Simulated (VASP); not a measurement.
Data:

```yaml
crystal:
  lattice:
    - [0.00000, 3.19129, 3.19129]
    - [3.19129, 0.00000, 3.19129]
    - [3.19129, 3.19129, 0.00000]
  atoms:
    - { symbol: Sn, position: [0.00000, 0.00000, 0.00000] }
    - { symbol: Te, position: [0.50000, 0.50000, 0.50000] }
```

Method: revTPSS meta-GGA, VASP's PBE PAW potentials (set 64) (plane waves; VASP). Run with 520 eV cut-off, 7×7×7 Γ-centred mesh, Gaussian smearing of 0.050 eV, potentials Sn_d Te.

Question: Give the stress tensor in GPa (positive for a compressed cell).

Answer: 
```
-1.24   0.00   0.00
 0.00  -1.24   0.00
 0.00   0.00  -1.24
```
The pressure is its mean diagonal, -1.24 GPa.

The compound is SnTe in the rock salt structure, which distorts at low temperature. This cell is one point of a volume scan, at 1.03 of the reference volume.
